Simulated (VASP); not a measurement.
Here is a VASP 6.6.1 calculation.

Contents of INCAR:

```
SYSTEM = Mg2Pd3Se2
PREC = Accurate
ENCUT = 520
EDIFF = 1E-7
ISMEAR = -1
SIGMA = 0.05
LREAL = .FALSE.
LASPH = .TRUE.
NELM = 80
ALGO = Fast
ISIF = 2
LWAVE = .FALSE.
LCHARG = .TRUE.
GGA = PE
LELF = .TRUE.
LVHAR = .TRUE.
NBANDS = 59
```

File KPOINTS:

```
Automatic mesh
0
G
  2 3 3
  0 0 0
```

The input POSCAR:

```
Mg2Pd3Se2
1.0
    6.4357530000      0.2110000000     -3.9674270000
   -0.0166990000      6.4234120000     -0.0308630000
    1.0569120000     -0.5100480000      5.0833690000
Mg Se Pd
4 4 6
Direct
    0.9794390377      0.8310656384      0.7345713171
    0.4064056406      0.0992913671      0.1735345478
    0.8559566535      0.2271700492      0.8101250740
    0.8029739551      0.4427696695      0.3720052096
    0.0991734300      0.4542106423      0.2002334764
    0.7442440141      0.0382995935      0.3351479769
    0.8341132722      0.7236444564      0.0803284900
    0.0711410821      0.1227432339      0.3453932371
    0.2152463148      0.8012390504      0.2559965019
    0.5795711333      0.8677093809      0.6005677096
    0.5565917282      0.2820848978      0.8949615967
    0.4493394657      0.4791891754      0.4197607421
    0.4935778671      0.6843181750      0.0202677139
    0.1953902346      0.3358073322      0.7981036816
```

Potentials or basis: VASP PAW PBE potentials, release 64 (Mg, Se, Pd).

Command:

```console
$ cat potpaw_PBE.64/Mg/POTCAR potpaw_PBE.64/Se/POTCAR potpaw_PBE.64/Pd/POTCAR > POTCAR
$ mpirun -np 1 vasp_std > vasp.out
```

(1) Predict the band gap on the k mesh.

(2) What does it give for the largest force?

(3) What does it give for the pressure?

Answers

(1) none (metal or under the smearing width).

(2) 2.848 eV/Å.

(3) 16.5 GPa.

Caveat: the k mesh is coarse (spacing up to 0.44 Å⁻¹), so the values aren't converged; so large a pressure means that the cell lies far from this level's equilibrium, or that cutoff or potentials fall short.
